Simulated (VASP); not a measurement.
Crystal: Ca2ZrN2.

```
Ca Zr N
1.0
     3.69176    0.00000    0.00000
    -1.84588    3.19716    0.00000
     0.00000    0.00000    6.11911
Ca Zr N
2 1 2
Direct
  0.66667 0.33333 0.38357
  0.33333 0.66667 0.61643
  0.00000 0.00000 0.00000
  0.66667 0.33333 0.77690
  0.33333 0.66667 0.22310
```

The cell was built by a generator and needn't be a form met in nature.

* Program: VASP 6.6.1
* Task: relaxation of cell and atoms
* Functional: PBE
* Potentials or basis: VASP PAW PBE potentials, release 64 (Ca_sv, Zr_sv, N)
* Cutoff: 520 eV
* k mesh: 4 × 4 × 3
* Occupations: gaussian, width 0.15 eV
* Spin: no spin polarisation

At the start: pressure 2.4 GPa; volume 14.44 Å³/atom.

**Question.** Where does the relaxation end?

**Answer.** Over 18 steps the energy falls by 672.4 meV/atom and the volume is 16.78 Å³/atom (+16.2 %); space group P-3m1 (No. 164, to 0.05 Å).

Step by step:
```csv
step,energy change (eV),largest force (eV/Å),pressure (GPa),volume (Å³)
1,0.0000,2.0563,2.36,72.22
2,-0.6943,1.0730,-1.14,74.41
3,-1.1538,0.8134,-1.48,76.85
4,-1.9811,0.8631,3.10,81.46
5,-1.0045,2.5417,13.72,89.65
6,-2.1102,2.1637,7.27,85.11
7,-2.5138,1.5407,0.66,90.81
8,-2.5408,1.2420,-1.93,93.29
9,-2.7481,1.1836,-1.49,91.70
10,-3.1011,0.9107,0.71,87.26
11,-3.1188,0.7931,1.58,85.65
12,-3.2303,0.5493,-0.58,85.95
13,-3.2900,0.5819,-3.40,86.37
14,-3.3439,0.2875,1.45,82.74
15,-3.3494,0.3516,0.44,83.59
16,-3.3494,0.3568,0.18,83.67
17,-3.3590,0.1865,-0.02,83.79
18,-3.3622,0.0282,-0.12,83.90
```

Final structure:
```
CELL_PARAMETERS angstrom
3.37589 0.00000 0.00000
-1.68794 2.92361 0.00000
0.00000 0.00000 8.50063
ATOMIC_POSITIONS crystal
Ca 0.66667 0.33333 0.31329
Ca 0.33333 0.66667 0.68671
Zr 0.00000 0.00000 0.00000
N 0.66667 0.33333 0.85623
N 0.33333 0.66667 0.14377
```

Caveat: the k mesh is coarse (spacing up to 0.49 Å⁻¹), so the values aren't converged; the volume moved by over 15 % at a fixed basis, so the end points are rough.
